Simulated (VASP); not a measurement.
Runs of VASP 6.6.1 on PtF2. The structure is trigonal, space group R-3m (No. 166). Conventional cell: a = 3.130 Å, b = 3.130 Å, c = 14.193 Å, α = 90.00°, β = 90.00°, γ = 120.00°. Pt (site symmetry -3m) has 6 F at 2.14 Å as nearest neighbours. F (site symmetry 3m) is surrounded by 3 Pt at 2.14 Å. The cell was built by a generator and needn't be a form met in nature.

```tsv
level	spin	U	gap on the mesh (eV)	pressure (GPa)	moment (μB)	largest force (eV/Å)
PBE+U	collinear, zero start	Pt d U = 6 eV	none	17.5	0.00	0.53
PBE+U	collinear, random start	Pt d U = 6 eV	2.12	20.7	2.00	1.16
PBE	collinear, random start	-	0.10	25.6	2.00	(b)
PBE+U	collinear, ferromagnetic start	Pt d U = 6 eV	2.12	20.7	2.00	1.16
PBE	collinear, zero start	-	none	(a)	0.00	1.10
PBE+U	off	Pt d U = 6 eV	none	17.5	-	0.53
```

Alike in all rows: task single point; potentials or basis VASP PAW PBE potentials, release 64 (Pt, F); cell as given; k mesh 7 × 7 × 7; cutoff (eV) 520; smearing gaussian 0.05 eV.

Task: Estimate the missing entries.

Result: (a) 24.3; (b) 1.64.

Caveats: forces of over 1 eV/Å show positions far from the minimum, so gaps and moduli don't describe the material at rest (some runs); spin-orbit coupling is left out, which moves the levels of the heavy elements (some runs); an odd mesh through Γ misses points on the zone boundary, where band edges often lie (some runs); so large a pressure means that the cell lies far from this level's equilibrium, or that cutoff or potentials fall short (some runs); U without spin polarisation on a metal has little footing (some runs).

A k mesh can miss the band edges, and the runs leave out spin-orbit coupling on Pt.

A gap of «none» marks a metal or a gap under the smearing width.

Not every run made on this cell is shown here.
